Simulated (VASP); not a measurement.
Level of theory: PBEsol GGA, VASP's PBE PAW potentials (set 64) (plane waves; VASP).

A VASP calculation is set up with these files.

KPOINTS:
```
Automatic mesh
0
Gamma
9 9 9
0 0 0
```

**INCAR**
```
ALGO=Normal
EDIFF=1E-6
ENCUT=300
GGA=PS
ISIF=2
ISMEAR=-1
LASPH=.TRUE.
LCHARG=.FALSE.
LMAXMIX=4
LREAL=.FALSE.
LWAVE=.FALSE.
NELM=100
PREC=Accurate
SIGMA=0.1
SYSTEM=MgCu4Sn
```

**POSCAR**
```
MgCu4Sn
1
    0.0000000000     3.4503760000     3.4503760000
    3.4503760000     0.0000000000     3.4503760000
    3.4503760000     3.4503760000     0.0000000000
Mg Cu Sn
1 4 1
Direct
  0.7500000000   0.7500000000   0.7500000000
  0.8735000000   0.3755000000   0.3755000000
  0.3755000000   0.3755000000   0.8735000000
  0.3755000000   0.8735000000   0.3755000000
  0.3755000000   0.3755000000   0.3755000000
  0.0000000000   0.0000000000   0.0000000000
```

POTCAR, in this order: Mg Cu Sn_d (PBE.64 set). Program: vasp_std.

The run wrote:

OSZICAR:
```
       N       E                     dE             d eps       ncg     rms          rms(c)
DAV:   1     0.454944722373E+03    0.45494E+03   -0.18667E+04  2520   0.184E+03
DAV:   2     0.233352409421E+02   -0.43161E+03   -0.42232E+03  2520   0.443E+02
DAV:   3    -0.273213389652E+02   -0.50657E+02   -0.49194E+02  2660   0.181E+02
DAV:   4    -0.290456828022E+02   -0.17243E+01   -0.17129E+01  3200   0.420E+01
DAV:   5    -0.291135695709E+02   -0.67887E-01   -0.67872E-01  3784   0.713E+00    0.195E+01
DAV:   6    -0.282165381603E+02    0.89703E+00   -0.77909E+01  3020   0.148E+02    0.123E+01
DAV:   7    -0.241511276677E+02    0.40654E+01   -0.17259E+01  3004   0.732E+01    0.206E+00
DAV:   8    -0.242512316125E+02   -0.10010E+00   -0.26625E+00  3908   0.206E+01    0.316E+00
DAV:   9    -0.240749827430E+02    0.17625E+00   -0.73356E-01  3312   0.142E+01    0.517E-01
DAV:  10    -0.240777763338E+02   -0.27936E-02   -0.36664E-02  2852   0.181E+00    0.476E-01
DAV:  11    -0.240748438130E+02    0.29325E-02   -0.84107E-03  3484   0.150E+00    0.154E-01
DAV:  12    -0.240746953641E+02    0.14845E-03   -0.12990E-03  3920   0.290E-01    0.406E-02
DAV:  13    -0.240746756423E+02    0.19722E-04   -0.66186E-05  3712   0.101E-01    0.152E-02
DAV:  14    -0.240746742816E+02    0.13607E-05   -0.31998E-05  3968   0.807E-02    0.828E-03
DAV:  15    -0.240746727103E+02    0.15713E-05   -0.45589E-06  2824   0.298E-02    0.457E-03
DAV:  16    -0.240746723632E+02    0.34708E-06   -0.52571E-07  1404   0.862E-03
   1 F= -.24074672E+02 E0= -.24055706E+02  d E =-.379333E-01
```

**OUTCAR**
```
------------------------ aborting loop because EDIFF is reached ----------------------------------------
  FORCE on cell =-STRESS in cart. coord.  units (eV):
  Direction    XX          YY          ZZ          XY          YZ          ZX
  --------------------------------------------------------------------------------------
  Total        1.0288478      1.0288478      1.0288478      0.0000000      0.0000000      0.0000000
  in kB       20.0646902     20.0646902     20.0646902      0.0000000      0.0000000      0.0000000
  external PRESSURE =      20.0646902 kB  Pullay stress =       0.0000000 kB
  volume of cell :       82.15
      direct lattice vectors                 reciprocal lattice vectors
     0.000000000  3.450376000  3.450376000    -0.144911743  0.144911743  0.144911743
     3.450376000  0.000000000  3.450376000     0.144911743 -0.144911743  0.144911743
     3.450376000  3.450376000  0.000000000     0.144911743  0.144911743 -0.144911743
 POSITION                                       TOTAL-FORCE (eV/Angst)
 -----------------------------------------------------------------------------------
      5.17556      5.17556      5.17556        -0.000000     -0.000000      0.000000
      2.59123      4.30952      4.30952        -0.016230      0.016230      0.016230
      4.30952      4.30952      2.59123         0.016230      0.016230     -0.016230
      4.30952      2.59123      4.30952         0.016230     -0.016230      0.016230
      2.59123      2.59123      2.59123        -0.016230     -0.016230     -0.016230
      0.00000      0.00000      0.00000        -0.000000     -0.000000     -0.000000
 -----------------------------------------------------------------------------------
    total drift:                                0.000000      0.000000     -0.000004
  FREE ENERGIE OF THE ION-ELECTRON SYSTEM (eV)
  ---------------------------------------------------
  free  energy   TOTEN  =       -24.0746723632 eV

  energy  without entropy=      -24.0367391105  energy(sigma->0) =      -24.05570574
```
(Selected blocks of OUTCAR.)

At this cut-off the stress carries a Pulay error, which pulls relaxed volumes low.

The structure comes from a computed database's MgCu4Sn entry; how it stands against other phases isn't given here. The cell was not relaxed at this level.
